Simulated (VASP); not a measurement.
Output of a VASP run:

OUTCAR:
```
 ion  position               nearest neighbor table
   1  0.000  0.000  0.000-   2 2.50   3 2.50   4 2.50   2 2.50   3 2.50   2 2.50   4 2.50   2 2.50
                             3 2.50   4 2.50   3 2.50   4 2.50
   2  0.000  0.500  0.500-   1 2.50   3 2.50   4 2.50   1 2.50   4 2.50   1 2.50   3 2.50   1 2.50
                             3 2.50   4 2.50   4 2.50   3 2.50
   3  0.500  0.000  0.500-   1 2.50   2 2.50   4 2.50   1 2.50   4 2.50   2 2.50   4 2.50   4 2.50
                             1 2.50   2 2.50   1 2.50   2 2.50
   4  0.500  0.500  0.000-   1 2.50   2 2.50   3 2.50   2 2.50   3 2.50   1 2.50   3 2.50   3 2.50
                             1 2.50   2 2.50   2 2.50   1 2.50
  LATTYP: Found a simple cubic cell.
 ALAT       =     3.5341274021
 Subroutine PRICEL returns:
 Original cell was already a primitive cell.
 Subroutine GETGRP returns: Found 48 space group operations
The static configuration has the point symmetry O_h .
The dynamic configuration has the point symmetry O_h .
 Subroutine INISYM returns: Found 48 space group operations
 Subroutine IBZKPT returns following result:
 Found     35 irreducible k-points:

 Following reciprocal coordinates:
            Coordinates               Weight
  0.000000  0.000000  0.000000      1.000000
  0.111111  0.000000  0.000000      6.000000
  0.222222  0.000000  0.000000      6.000000
  0.333333  0.000000  0.000000      6.000000
  0.444444  0.000000  0.000000      6.000000
  0.111111  0.111111  0.000000     12.000000
  0.222222  0.111111  0.000000     24.000000
  0.333333  0.111111  0.000000     24.000000
  0.444444  0.111111  0.000000     24.000000
  0.222222  0.222222  0.000000     12.000000
  0.333333  0.222222  0.000000     24.000000
  0.444444  0.222222  0.000000     24.000000
  0.333333  0.333333  0.000000     12.000000
  0.444444  0.333333  0.000000     24.000000
  0.444444  0.444444  0.000000     12.000000
  0.111111  0.111111  0.111111      8.000000
  0.222222  0.111111  0.111111     24.000000
  0.333333  0.111111  0.111111     24.000000
  0.444444  0.111111  0.111111     24.000000
  0.222222  0.222222  0.111111     24.000000
  0.333333  0.222222  0.111111     48.000000
  0.444444  0.222222  0.111111     48.000000
  0.333333  0.333333  0.111111     24.000000
  0.444444  0.333333  0.111111     48.000000
  0.444444  0.444444  0.111111     24.000000
  0.222222  0.222222  0.222222      8.000000
  0.333333  0.222222  0.222222     24.000000
  0.444444  0.222222  0.222222     24.000000
  0.333333  0.333333  0.222222     24.000000
  0.444444  0.333333  0.222222     48.000000
  0.444444  0.444444  0.222222     24.000000
  0.333333  0.333333  0.333333      8.000000
  0.444444  0.333333  0.333333     24.000000
  0.444444  0.444444  0.333333     24.000000
  0.444444  0.444444  0.444444      8.000000
   k-points           NKPTS =     35   k-points in BZ     NKDIM =     35   number of bands    NBANDS=     21
   number of dos      NEDOS =    301   number of ions     NIONS =      4
   total plane-waves  NPLWV =  21952
   dimension x,y,z NGX =    28 NGY =   28 NGZ =   28
   dimension x,y,z NGXF=    56 NGYF=   56 NGZF=   56
   ions per type =               1   3
   PREC   = accura    normal or accurate (medium, high low for compatibility)
   ISTART =      0    job   : 0-new  1-cont  2-samecut
   ICHARG =      2    charge: 1-file 2-atom 10-const
   ISPIN  =      1    spin polarized calculation?
   LNONCOLLINEAR =      F non collinear calculations
   LSORBIT =      F    spin-orbit coupling
   INIWAV =      1    electr: 0-lowe 1-rand  2-diag
   ENCUT  =  520.0 eV  38.22 Ry    6.18 a.u.   6.57  6.57  6.57*2*pi/ulx,y,z
   NELM   =    100;   NELMIN=  2; NELMDL= -5     # of ELM steps
   EDIFF  = 0.1E-06   stopping-criterion for ELM
   LREAL  =      F    real-space projection
   NLSPLINE    = F    spline interpolate recip. space projectors
   LMAXMIX     =    4 max onsite mixed and CHGCAR
   VOSKOWN=      0    Vosko Wilk Nusair interpolation
   EDIFFG = 0.1E-05   stopping-criterion for IOM
   NSW    =      0    number of steps for IOM
   NBLOCK =      1;   KBLOCK =      1    inner block; outer block
...
```

### OSZICAR
```
       N       E                     dE             d eps       ncg     rms          rms(c)
DAV:   1     0.181570645928E+03    0.18157E+03   -0.16478E+04  1486   0.220E+03
DAV:   2    -0.420950953175E+02   -0.22367E+03   -0.21615E+03  1470   0.383E+02
DAV:   3    -0.538123845584E+02   -0.11717E+02   -0.11150E+02  1598   0.117E+02
DAV:   4    -0.540612024299E+02   -0.24882E+00   -0.24752E+00  1698   0.149E+01
DAV:   5    -0.540701863831E+02   -0.89840E-02   -0.89829E-02  1727   0.274E+00    0.195E+01
DAV:   6    -0.507859395103E+02    0.32842E+01   -0.69346E+01  1674   0.141E+02    0.197E+01
DAV:   7    -0.462679655759E+02    0.45180E+01   -0.17619E+01  1618   0.728E+01    0.415E+00
DAV:   8    -0.463085404797E+02   -0.40575E-01   -0.94396E-01  1816   0.925E+00    0.242E+00
DAV:   9    -0.462652150445E+02    0.43325E-01   -0.21113E-01  1654   0.742E+00    0.536E-01
DAV:  10    -0.462723497316E+02   -0.71347E-02   -0.18306E-02  1816   0.141E+00    0.158E-01
DAV:  11    -0.462728319523E+02   -0.48222E-03   -0.50632E-03  1609   0.668E-01    0.856E-02
DAV:  12    -0.462738501014E+02   -0.10181E-02   -0.13607E-03  1641   0.386E-01    0.358E-02
DAV:  13    -0.462738644496E+02   -0.14348E-04   -0.16865E-04  1565   0.137E-01    0.147E-02
DAV:  14    -0.462739116658E+02   -0.47216E-04   -0.72538E-05  1630   0.803E-02    0.117E-02
DAV:  15    -0.462739080201E+02    0.36457E-05   -0.21130E-05  1615   0.726E-02    0.585E-03
DAV:  16    -0.462739139367E+02   -0.59166E-05   -0.71814E-06  1633   0.323E-02    0.224E-03
DAV:  17    -0.462739140889E+02   -0.15216E-06   -0.78598E-07  1620   0.108E-02    0.162E-03
DAV:  18    -0.462739143315E+02   -0.24256E-06   -0.27174E-07  1133   0.879E-03    0.502E-04
DAV:  19    -0.462739143947E+02   -0.63209E-07   -0.53230E-08   825   0.357E-03
   1 F= -.46273914E+02 E0= -.46273734E+02  d E =-.541864E-03
```

**OUTCAR**
```
------------------------ aborting loop because EDIFF is reached ----------------------------------------
  FORCE on cell =-STRESS in cart. coord.  units (eV):
  Direction    XX          YY          ZZ          XY          YZ          ZX
  --------------------------------------------------------------------------------------
  Total       -3.3087727     -3.3087727     -3.3087727      0.0000000     -0.0000000      0.0000000
  in kB     -120.0966551   -120.0966551   -120.0966551      0.0000000     -0.0000000      0.0000000
  external PRESSURE =    -120.0966551 kB  Pullay stress =       0.0000000 kB
  volume of cell :       44.14
      direct lattice vectors                 reciprocal lattice vectors
     3.534127402  0.000000000  0.000000000     0.282955278  0.000000000  0.000000000
     0.000000000  3.534127402  0.000000000     0.000000000  0.282955278  0.000000000
     0.000000000  0.000000000  3.534127402     0.000000000  0.000000000  0.282955278
 POSITION                                       TOTAL-FORCE (eV/Angst)
 -----------------------------------------------------------------------------------
      0.00000      0.00000      0.00000         0.000000      0.000000      0.000000
      0.00000      1.76706      1.76706         0.000000      0.000000      0.000000
      1.76706      0.00000      1.76706         0.000000      0.000000      0.000000
      1.76706      1.76706      0.00000         0.000000      0.000000      0.000000
 -----------------------------------------------------------------------------------
    total drift:                                0.000000      0.000000      0.000000
  FREE ENERGIE OF THE ION-ELECTRON SYSTEM (eV)
  ---------------------------------------------------
  free  energy   TOTEN  =       -46.2739143947 eV

  energy  without entropy=      -46.2733725307  energy(sigma->0) =      -46.27373377
```
(Selected blocks of OUTCAR.)

POSCAR:
```
Ni3Si
1
    3.5341274021     0.0000000000     0.0000000000
    0.0000000000     3.5341274021     0.0000000000
    0.0000000000     0.0000000000     3.5341274021
Si Ni
1 3
Direct
  0.0000000000   0.0000000000   0.0000000000
  0.0000000000   0.5000000000   0.5000000000
  0.5000000000   0.0000000000   0.5000000000
  0.5000000000   0.5000000000   0.0000000000
```

### Question
Write an INCAR and KPOINTS that could have produced this output.

### Answer
Several could match; the one computed here: the input of the run itself, r2SCAN meta-GGA, plane waves, VASP's PBE PAW potentials (set 64).

INCAR:
```
SYSTEM = Ni3Si
PREC = Accurate
ENCUT = 520
EDIFF = 1E-7
NELM = 100
ALGO = Normal
LREAL = .FALSE.
LASPH = .TRUE.
ISMEAR = 1
SIGMA = 0.1
METAGGA = R2SCAN
LMIXTAU = .TRUE.
LMAXMIX = 4
LWAVE = .FALSE.
LCHARG = .FALSE.
ISIF = 2
```

**KPOINTS**
```
Automatic
0
Gamma
 9 9 9
```

POTCAR, in this order: Si Ni (PBE.64 set). Program: vasp_std.

The compound is Ni3Si in the L1_2 structure. This cell is one point of a volume scan, at 1.06 of the reference volume. The run is not spin-polarised, so no magnetic state was tried.
